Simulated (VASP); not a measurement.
# Normal strain, in-plane stress and strain energy of zinc-blende SiC under biaxial (110) strain in LDA

Silicon carbide in the zinc-blende structure joins each Si atom to four C atoms by short, strong, partly ionic bonds, which resist both stretching and bending. All members here are this one crystal, strained equally along [001] and [1-10] and left free to relax along the normal [110]. Films grown on a substrate with a different lattice constant or thermal expansion are strained in this way, and their stress and stored energy bear on bowing, cracking and the formation of defects. We calculate the normal strain, the mean in-plane stress and the strain energy with LDA for a static lattice. Strains and energies are counted from the relaxed LDA crystal. We use them to find which elastic moduli follow and where proportionality to the strain begins to fail.

## Systems and settings

The start is a typed prototype cell. The crystal was relaxed with LDA. Equal strain is imposed in the (110) plane; the strain along the normal is adjusted until the normal stress vanishes, and the atoms are relaxed with LDA. VASP 6.6.1, plane waves with PAW, cutoff 600 eV, no spin polarisation, no spin-orbit coupling, k mesh 12×12×12, static lattice.

Notes on method and selection:

- Runs that did not converge, have known faults or may not be shown are not listed, and runs on Ansatz's PAW sets soft_1 and soft_2 are kept to separate tables.

Columns:

- strain (%): strain in the plane (tension positive).
- gap (eV): band gap on the k mesh at LDA.
- normal strain (%): strain along the normal.
- stress (GPa): mean of the in-plane stresses along [001] and [1-10], tension positive.
- strain energy (meV/atom): energy per atom above the relaxed crystal.

## Results

| member | strain (%) | gap (eV) | normal strain (%) | stress (GPa) | strain energy (meV/atom) |
| --- | --- | --- | --- | --- | --- |
| −2 % | −2.0 | 1.013 | 0.695 | −12.33 | 15.63 |
| −1.5 % | −1.5 | 1.094 | 0.506 | −9.13 | 8.81 |
| −1 % | −1.0 | 1.166 | ? | ? | ? |
| −0.5 % | −0.5 | 1.232 | ? | ? | ? |
| 0 % | 0.0 | 1.289 | 0.000 | −0.01 | 0.00 |
| +0.5 % | 0.5 | 1.247 | −0.147 | 2.86 | 0.80 |
| +1 % | 1.0 | 1.206 | −0.287 | 5.63 | 3.41 |
| +1.5 % | 1.5 | 1.165 | −0.419 | 8.31 | 7.76 |
| +2 % | 2.0 | 1.127 | −0.542 | 10.90 | 13.82 |

Cells marked ? are withheld until the estimate has been made.

Least-squares fits to the members shown, with x = strain (%); R² and errors in the fitted variable (y, or ln y where the fit is in ln y):

| y | members | fit | R² | rms residual | leave-one-out rms | the same for the mean of the others |
| --- | --- | --- | --- | --- | --- | --- |
| normal strain (%) | 7 | y = 0.03899 − 0.3113 x | 1.00 | 0.028 | 0.043 | 0.50 |
| stress (GPa) | 7 | y = −0.3602 + 5.834 x | 1.00 | 0.27 | 0.41 | 9.4 |

## Why the values move as they do

Tension in the plane makes the crystal contract along the normal, and compression makes it expand. Between −2 % and +2 % the mean slope of the normal strain is (−0.542 − 0.695) / 4.0 = −0.309. The stress rises by (10.90 + 12.33) / 4.0 = 5.81 GPa per % of strain, a mean biaxial modulus of 5.81 × 100 = 581 GPa.

These two slopes give the bulk modulus. In a cubic crystal the sum of the three normal stresses is $3B$ times the relative volume change. With no stress along the normal, $B = 2M/[3(2-R)]$, where $M$ is the biaxial modulus and $R$ the normal contraction per unit of in-plane strain. This gives 2 × 581 / (3 × (2 − 0.309)) = 229 GPa. The three cubic constants do not follow separately, because the table gives only the mean of two unequal in-plane stresses.

The response is not strictly linear. Against 2 × 5.81 = 11.62 GPa, the stress is about 6 % too small in size at +2 % and 6 % too large at −2 %. At +0.5 % the shortfall is between 1 and 2 %. The normal strain departs more, by about 12 % at either end. Stretched bonds soften and compressed bonds stiffen, which accounts for the sign in the stress. Compression usually raises the resistance to volume change faster than the resistance to shear, so the crystal then yields more along the normal, as the table shows.

The strain energy is likewise larger under compression, 15.63 against 13.82 meV/atom at 2 %. From +0.5 % to +1 % it grows by a factor of 3.41 / 0.80 = 4.3, although softening should keep this factor below 4. A small term linear in strain is therefore present. A likely source is the finite plane-wave basis, which can place the energy minimum at a slightly larger cell than the one with zero calculated stress.

## Blind estimate

Plain estimates from the members shown:

- −0.5 %, fit at x = −0.5: 0.195 %
- −0.5 %, straight-line interpolation between −1.5 % and 0 %: w = (−0.5 − (−1.5)) / (0.0 − (−1.5)) = 0.667, so 0.506 + 0.667 × (0.000 − 0.506) = 0.169 %
- −1 %, fit at x = −1.0: 0.350 %
- −1 %, straight-line interpolation between −1.5 % and 0 %: w = (−1.0 − (−1.5)) / (0.0 − (−1.5)) = 0.333, so 0.506 + 0.333 × (0.000 − 0.506) = 0.337 %

The straight-line fit is the weaker of the two plain estimates, since it gives 0.039 % at zero strain, where the normal strain is zero by definition. Interpolation between −1.5 % and 0 % respects that point but neglects the curvature. The normal strain curves upward, so a chord lies above it.

We take the curvature from a parabola through zero and the members at −1.5 % and +1 %. The ratios of normal to in-plane strain there are 0.506 / (−1.5) = −0.3373 and −0.287, so the quadratic coefficient is (−0.287 + 0.3373) / (1.0 + 1.5) = 0.0201 per %. The chord is too high by this coefficient times the distances to its two ends. That is 0.0201 × 1.0 × 0.5 = 0.010 % for both withheld members, which gives 0.169 − 0.010 = 0.159 % at −0.5 % and 0.337 − 0.010 = 0.327 % at −1 %.

The linear coefficient of the parabola is −0.287 − 0.0201 = −0.3071. At +0.5 %, which was not used, it gives −0.3071 × 0.5 + 0.0201 × 0.5 × 0.5 = −0.1485 % against −0.147 % in the table, a miss of 0.1485 − 0.147 = 0.0015 %. If a cubic term causes it, the miss scales with the product of the distances to the three points used: 2.0 × 0.5 × 0.5 = 0.5 at +0.5 %, 1.0 × 0.5 × 1.5 = 0.75 at −0.5 % and 0.5 × 1.0 × 2.0 = 1.0 at −1 %. The errors are then 0.0015 × 0.75 / 0.5 = 0.002 % and 0.0015 × 1.0 / 0.5 = 0.003 %.

**Committed estimate, −0.5 %: normal strain = 0.159 ± 0.002 %.**  
**Committed estimate, −1 %: normal strain = 0.327 ± 0.003 %.**

## The answer

| member | strain (%) | gap (eV) | normal strain (%) | stress (GPa) | strain energy (meV/atom) |
| --- | --- | --- | --- | --- | --- |
| −1 % | −1.0 | 1.166 | 0.327 | −6.00 | 3.97 |
| −0.5 % | −0.5 | 1.232 | 0.160 | −2.96 | 1.04 |

| member | estimate | normal strain (%) | computed | estimate − computed | miss in error bars |
| --- | --- | --- | --- | --- | --- |
| −0.5 % | committed | 0.159 | 0.160 | −0.001 | 0.5 |
| −0.5 % | fit | 0.195 | 0.160 | +0.035 |  |
| −0.5 % | interpolation | 0.169 | 0.160 | +0.009 |  |
| −1 % | committed | 0.327 | 0.327 | 0.000 | 0.0 |
| −1 % | fit | 0.350 | 0.327 | +0.023 |  |
| −1 % | interpolation | 0.337 | 0.327 | +0.010 |  |

Both estimates fall inside their error bars. At −0.5 % we gave 0.159 % against a computed 0.160 %, and at −1 % the two agree at 0.327 %. Interpolation was too high by 0.009 and 0.010 %, close to the 0.010 % we had subtracted for curvature, and the straight-line fit missed by 0.035 and 0.023 %. The expected growth of the error from −0.5 % to −1 % did not appear, but both misses are at the level of the printed rounding.

The new stresses show how much each kind of elastic resistance changes. Per unit of in-plane strain the stress is 6.00 × 100 = 600 GPa at −1 % and 5.63 × 100 = 563 GPa at +1 %. With the formula used above, the resistance to volume change is 2 × 600 / (3 × (2 − 0.327)) = 239 GPa at −1 % and 2 × 563 / (3 × (2 − 0.287)) = 219 GPa at +1 %. The resistance to change of shape, taken as the in-plane stress divided by the difference between in-plane and normal strain, is 600 / (1 + 0.327) = 452 GPa and 563 / (1 + 0.287) = 437 GPa. From +1 % to −1 % the first thus rises by 9 % and the second by 3 %. That the first rises faster is no independent test of the mechanism, because the ratio of the two follows from the normal strain alone. What the stresses add is that both rise, and by how much.

## Exceptions

Least-squares fits to the whole series, with x = strain (%); R² and errors in the fitted variable (y, or ln y where the fit is in ln y):

| y | members | fit | R² | rms residual | leave-one-out rms | the same for the mean of the others |
| --- | --- | --- | --- | --- | --- | --- |
| normal strain (%) | 9 | y = 0.03256 − 0.3086 x | 1.00 | 0.028 | 0.039 | 0.45 |
| stress (GPa) | 9 | y = −0.3033 + 5.811 x | 1.00 | 0.26 | 0.37 | 8.4 |

Largest departures from the fit to the whole series:

| member | normal strain (%) | fit | computed − fit | in rms residuals |
| --- | --- | --- | --- | --- |
| −2 % | 0.695 | 0.650 | +0.045 | 1.6 |
| +2 % | −0.542 | −0.585 | +0.043 | 1.5 |
| 0 % | 0.000 | 0.033 | −0.033 | 1.2 |
| −0.5 % | 0.160 | 0.187 | −0.027 | 1.0 |

The largest departures from the straight line are those of a smooth curve. Both ends lie above it, by 0.045 % at −2 % and 0.043 % at +2 %, while the members at 0 % and −0.5 % lie below it by 0.033 and 0.027 %. The parabola used for the estimate removes nearly all of this. Its largest miss is at +2 %, where it gives −0.3071 × 2 + 0.0201 × 4 = −0.534 % against −0.542 %, probably because terms of higher order begin to count.

The strain energy has an oddity at small strain. Compression costs more than tension by a factor of 15.63 / 13.82 = 1.13 at 2 %, but by 1.04 / 0.80 = 1.30 at 0.5 %. Anharmonic bonds alone would bring this factor closer to 1 as the strain shrinks. The finite basis would account for the sign: at a fixed cutoff a larger cell holds more plane waves, which slightly lowers the energy under tension. Averaging each pair of opposite strains cancels the term, and the energy then grows from (0.80 + 1.04) / 2 = 0.92 meV/atom at 0.5 % to (3.41 + 3.97) / 2 = 3.69 meV/atom at 1 %, the factor of 4 expected of a linear solid.

## Closing remarks

Between −2 % and +2 % the normal strain follows the same parabola, with rounded coefficients, $\varepsilon_n = -0.307\,\varepsilon + 0.020\,\varepsilon^2$, with both strains in %. The typical miss is 0.003 %, against 0.028 % for the straight line, so a further member inside this range can be estimated to better than about 0.01 %, least closely near +2 %.

Near zero strain the biaxial modulus is (2.86 + 2.96) / 1.0 = 5.82 GPa per %, or 5.82 × 100 = 582 GPa. A film under 0.2 % tension would therefore carry a mean stress of 0.2 × 5.82 = 1.2 GPa. Proportionality holds to about 3 % for the stress and 7 % for the normal strain at a strain of 1 %, and the departures double at 2 %.

All values are for a static lattice. Zero-point and thermal motion would lower the moduli by roughly a few per cent at room temperature.
